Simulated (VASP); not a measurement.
Method: r2SCAN meta-GGA, VASP's PBE PAW potentials (set 64) (plane waves; VASP). Each cell was relaxed at this level, without spin-orbit coupling.

Question: Which of these comes out without a gap?
A) RbBr, Fm-3m (225)
B) SrO, Fm-3m (225)
C) MoS2, P6_3/mmc (194)
D) Sr, Fm-3m (225)

Answer: D, Sr, Fm-3m (225). The others have gaps of 3.75 eV (SrO, Fm-3m (225)), 4.89 eV (RbBr, Fm-3m (225)), 1.14 eV (MoS2, P6_3/mmc (194)).
